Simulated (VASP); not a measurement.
Al: single point with LDA

Al:

```
Al
1.0
     0.00000    2.02867    2.02867
     2.02867    0.00000    2.02867
     2.02867    2.02867    0.00000
Al
1
Cartesian
  0.0000 0.0000 0.0000
```

The cell isn't the ideal one: a relaxed cell with its volume scaled by 1.06.

* Program: VASP 6.6.1
* Task: single point
* Functional: LDA
* Potentials or basis: VASP PAW LDA potentials, release 64 (Al)
* Cutoff: 350 eV
* k mesh: 10 × 10 × 10
* Occupations: gaussian, width 0.1 eV
* Spin: no spin polarisation
* Further INCAR settings: ALGO = Normal; EDIFF = 1e-07

```json
{"Pressure": "-3.9 GPa", "Band gap on the k mesh": "none (metal or under the smearing width)"}
```

Levels at points of the mesh, in eV from the Fermi level:
| k point | band 1 | band 2 | band 3 | band 4 | band 5 |
| --- | --- | --- | --- | --- | --- |
| (0.00, 0.00, 0.00) | -11.16 | 12.37 | 12.37 | 12.37 | 13.59 |
| (0.50, 0.00, 0.00) | -4.64 | -4.52 | 10.97 | 10.97 | 11.25 |
| (0.50, 0.50, 0.00) | -3.01 | -1.75 | 5.16 | 5.34 | 5.34 |

Run time: 1.9 s on 1 thread of Intel(R) Xeon(R) Platinum 8259CL CPU @ 2.50GHz (Skylake/Cascade Lake) (shared host), peak memory 0.1 GiB.
